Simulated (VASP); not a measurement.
Here is the system:

```
CELL_PARAMETERS angstrom
      3.57000     0.00000     0.00000
      0.00000     3.57000     0.00000
      0.00000     0.00000     3.57000
ATOMIC_POSITIONS crystal
  Al 0.00000 0.00000 0.00000
  Ni 0.00000 0.50000 0.50000
  Ni 0.50000 0.00000 0.50000
  Ni 0.50000 0.50000 0.00000
```
Starting moments (μB, in the order of the record's atoms Al Ni Ni Ni): 0.0 0.2 0.2 0.2.

Level of theory: PW91 GGA, VASP's PBE PAW potentials (set 64) (plane waves; VASP). Settings: 520 eV cut-off, 10×10×10 Γ-centred mesh, tetrahedra with Blöchl corrections, potentials Al Ni.

Task: Estimate the cell moment, energy per atom (σ→0), band gap (on the k-mesh) with the smallest direct gap where there is one.

Result: 
```json
{
 "band gap (on the k-mesh)": "none (metal, semimetal or under 0.01 eV)",
 "cell_moment": "0.00 μB",
 "energy per atom (σ→0)": "-5.460 eV/atom"
}
```

Only differences to runs with the same potentials and settings are physical.

The compound is Ni3Al in the L1_2 structure. The cell was not relaxed at this level.
